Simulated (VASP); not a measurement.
All values below come from PBE GGA, VASP's PBE PAW potentials (set 64) (plane waves; VASP 6.6.1).

VASP ran on this input.

**KPOINTS**
```
kpoints
0
G
 9 9 9
```

### INCAR
```
SYSTEM = BP
PREC = Accurate
ENCUT = 575
EDIFF = 1E-6
NELM = 100
ALGO = Normal
LREAL = .FALSE.
LASPH = .TRUE.
ISMEAR = 0
SIGMA = 0.05
GGA = PE
LWAVE = .FALSE.
LCHARG = .FALSE.
ISIF = 2
```

**POSCAR**
```
BP
1
    0.0000000000     2.2700000000     2.2700000000
    2.2700000000     0.0000000000     2.2700000000
    2.2700000000     2.2700000000     0.0000000000
B P
1 1
Direct
  0.0000000000   0.0000000000   0.0000000000
  0.2500000000   0.2500000000   0.2500000000
```

POTCAR, in this order: B P (PBE.64 set). Program: vasp_std.

Output of the run:

### OSZICAR
```
       N       E                     dE             d eps       ncg     rms          rms(c)
DAV:   1     0.123269317304E+02    0.12327E+02   -0.43925E+03   568   0.991E+02
DAV:   2    -0.133611874742E+02   -0.25688E+02   -0.24852E+02   912   0.117E+02
DAV:   3    -0.136356406371E+02   -0.27445E+00   -0.27445E+00   608   0.160E+01
DAV:   4    -0.136363650935E+02   -0.72446E-03   -0.72446E-03   912   0.841E-01
DAV:   5    -0.136363653347E+02   -0.24119E-06   -0.24119E-06   640   0.149E-02    0.719E+00
DAV:   6    -0.130293621466E+02    0.60700E+00   -0.16341E+00   608   0.701E+00    0.392E+00
DAV:   7    -0.129389128002E+02    0.90449E-01   -0.25810E-01   848   0.310E+00    0.130E+00
DAV:   8    -0.129308116545E+02    0.81011E-02   -0.28303E-02   600   0.116E+00    0.215E-01
DAV:   9    -0.129311210242E+02   -0.30937E-03   -0.50150E-04   792   0.206E-01    0.121E-01
DAV:  10    -0.129313178419E+02   -0.19682E-03   -0.29091E-04   632   0.135E-01    0.267E-02
DAV:  11    -0.129313281660E+02   -0.10324E-04   -0.13148E-05   792   0.317E-02    0.313E-02
DAV:  12    -0.129313289388E+02   -0.77281E-06   -0.30771E-06   568   0.116E-02
   1 F= -.12931329E+02 E0= -.12931329E+02  d E =-.506872E-14
```

File OUTCAR:
```
------------------------ aborting loop because EDIFF is reached ----------------------------------------
  FORCE on cell =-STRESS in cart. coord.  units (eV):
  Direction    XX          YY          ZZ          XY          YZ          ZX
  --------------------------------------------------------------------------------------
  Total        0.0987078      0.0987078      0.0987078      0.0000000      0.0000000      0.0000000
  in kB        6.7601214      6.7601214      6.7601214      0.0000000      0.0000000      0.0000000
  external PRESSURE =       6.7601214 kB  Pullay stress =       0.0000000 kB
  volume of cell :       23.39
      direct lattice vectors                 reciprocal lattice vectors
     0.000000000  2.270000000  2.270000000    -0.220264317  0.220264317  0.220264317
     2.270000000  0.000000000  2.270000000     0.220264317 -0.220264317  0.220264317
     2.270000000  2.270000000  0.000000000     0.220264317  0.220264317 -0.220264317
  FREE ENERGIE OF THE ION-ELECTRON SYSTEM (eV)
  ---------------------------------------------------
  free  energy   TOTEN  =       -12.9313289388 eV

  energy  without entropy=      -12.9313289388  energy(sigma->0) =      -12.93132894
```
(Selected blocks of OUTCAR.)

The compound is BP in the zinc blende structure. The cell was not relaxed at this level. The run is one of a series of settings (ENCUT = 575 against the base run), some of them coarse on purpose.
